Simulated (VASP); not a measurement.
Given:

```
CELL_PARAMETERS angstrom
      5.92963     0.00000     0.00000
      0.00000     5.92963     0.00000
      0.00000     0.00000     5.92963
ATOMIC_POSITIONS crystal
  Cs 0.00000 0.00000 0.00000
  Pb 0.50000 0.50000 0.50000
  Br 0.50000 0.00000 0.50000
  Br 0.00000 0.50000 0.50000
  Br 0.50000 0.50000 0.00000
```

Calculation: optB88-vdW, VASP's PBE PAW potentials (set 64) (plane waves; VASP). Run with 520 eV cut-off, 4×4×4 Γ-centred mesh, Gaussian smearing of 0.050 eV, potentials Cs_sv Pb_d Br.

Unless said otherwise, spin-orbit coupling is left out, though it shifts the bands of the heavy elements here.

### Question
What does the run give for the energy per atom (σ→0), band gap (on the k-mesh) with the smallest direct gap where there is one?

### Answer

```
Property                                      Value
-----------------------------------  --------------
band gap (on the k-mesh)                    1.69 eV
smallest direct gap (on the k-mesh)         1.69 eV
energy per atom (σ→0)                -0.948 eV/atom
```

The absolute energy has meaning only against runs of the same code, potentials and settings.

The compound is CsPbBr3 in the cubic perovskite structure, the ideal cubic form; the compound distorts at low or room temperature. It was relaxed first. The start is the result of an earlier pass.
